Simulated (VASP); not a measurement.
Data:

```xyz
4
Lattice="1.5339 -2.6569 0.0000 1.5339 2.6569 0.0000 0.0000 0.0000 4.9115" Properties=species:S:1:pos:R:3 pbc="T T T"
Al     1.5339    -0.8856     2.4560
Al     1.5339     0.8856     0.0003
N      1.5339    -0.8856     4.3316
N      1.5339     0.8856     1.8759
```

The numbers are results of LDA (Ceperley-Alder, Perdew-Zunger), VASP's LDA PAW potentials (set 64) (plane waves; VASP 6.6.1), not measurements. Run with 620 eV cut-off, 8×8×5 Γ-centred mesh, Gaussian smearing of 0.050 eV, potentials Al N.

What does the run give for the energy per atom (σ→0), pressure?

```yaml
energy per atom (σ→0): -8.207 eV/atom
pressure: 49.5 kbar
```

Total energies compare only between runs with the same potentials, cut-off and functional.

The compound is AlN in the wurtzite structure. It was relaxed first under an external pressure of 5 GPa.
